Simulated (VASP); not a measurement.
Computed with PBEsol GGA, VASP's PBE PAW potentials (set 64) (plane waves; VASP 6.6.1).

VASP ran on this input.

### INCAR
```
LMAXMIX = 4   ! l cut-off of mixed one-centre charges
ENCUT = 520   ! plane-wave cut-off (eV)
EDIFF = 1E-7   ! SCF stop (eV)
NEDOS = 601   ! DOS grid
ISIF = 2   ! forces and stress, cell fixed
LORBIT = 11   ! lm-projected
LWAVE = .FALSE.
NELM = 100   ! most electronic steps
ALGO = Normal   ! blocked Davidson
LREAL = .FALSE.
LCHARG = .TRUE.
ISMEAR = -5   ! tetrahedra, Bloechl
SYSTEM = Ag
PREC = Accurate
LASPH = .TRUE.
GGA = PS
```

### KPOINTS
```
Automatic mesh
0
G
 17 17 17
```

### POSCAR
```
Ag
1.0
  0.0000000000   2.0248907049   2.0248907049
  2.0248907049   0.0000000000   2.0248907049
  2.0248907049   2.0248907049   0.0000000000
Ag
1
Direct
  0.0000000000   0.0000000000   0.0000000000
```

POTCAR, in this order: Ag (PBE.64 set). Program: vasp_std.

Output of the run:

**OSZICAR**
```
       N       E                     dE             d eps       ncg     rms          rms(c)
DAV:   1     0.441396645969E+02    0.44140E+02   -0.57513E+03  3066   0.111E+03
DAV:   2    -0.330915329905E+01   -0.47449E+02   -0.45372E+02  3046   0.209E+02
DAV:   3    -0.366904098692E+01   -0.35989E+00   -0.35977E+00  3492   0.226E+01
DAV:   4    -0.366978584614E+01   -0.74486E-03   -0.74483E-03  3365   0.948E-01
DAV:   5    -0.366979079299E+01   -0.49469E-05   -0.49455E-05  3320   0.705E-02    0.595E+00
DAV:   6    -0.332414520827E+01    0.34565E+00   -0.16530E+00  3021   0.139E+01    0.354E+00
DAV:   7    -0.331303925410E+01    0.11106E-01   -0.13757E-02  3245   0.126E+00    0.198E+00
DAV:   8    -0.330875901697E+01    0.42802E-02   -0.73764E-04  3007   0.249E-01    0.866E-02
DAV:   9    -0.330876607898E+01   -0.70620E-05   -0.86862E-06  3506   0.280E-02    0.114E-02
DAV:  10    -0.330876966541E+01   -0.35864E-05   -0.19696E-06  3220   0.156E-02    0.598E-03
DAV:  11    -0.330876935537E+01    0.31004E-06   -0.61341E-08  1987   0.271E-03    0.279E-04
DAV:  12    -0.330876932491E+01    0.30457E-07   -0.41986E-09  1520   0.721E-04
   1 F= -.33087693E+01 E0= -.33087693E+01  d E =0.000000E+00
```

File OUTCAR:
```
------------------------ aborting loop because EDIFF is reached ----------------------------------------
  FORCE on cell =-STRESS in cart. coord.  units (eV):
  Direction    XX          YY          ZZ          XY          YZ          ZX
  --------------------------------------------------------------------------------------
  Total        0.0097602      0.0097602      0.0097602      0.0000000      0.0000000     -0.0000000
  in kB        0.9417514      0.9417514      0.9417514      0.0000000      0.0000000     -0.0000000
  external PRESSURE =       0.9417514 kB  Pullay stress =       0.0000000 kB
  volume of cell :       16.60
      direct lattice vectors                 reciprocal lattice vectors
     0.000000000  2.024890705  2.024890705    -0.246926908  0.246926908  0.246926908
     2.024890705  0.000000000  2.024890705     0.246926908 -0.246926908  0.246926908
     2.024890705  2.024890705  0.000000000     0.246926908  0.246926908 -0.246926908
 POSITION                                       TOTAL-FORCE (eV/Angst)
 -----------------------------------------------------------------------------------
      0.00000      0.00000      0.00000         0.000000     -0.000000     -0.000000
 -----------------------------------------------------------------------------------
    total drift:                               -0.000000      0.000000      0.000000
  FREE ENERGIE OF THE ION-ELECTRON SYSTEM (eV)
  ---------------------------------------------------
  free  energy   TOTEN  =        -3.3087693249 eV

  energy  without entropy=       -3.3087693249  energy(sigma->0) =       -3.30876932

 total charge

# of ion       s       p       d       tot
------------------------------------------
    1        0.425   0.320   9.147   9.892
```
(Selected blocks of OUTCAR.)

For a metal the tetrahedron method with Blöchl corrections gives inexact stress and forces.

The compound is Ag in the fcc structure. It was relaxed first.
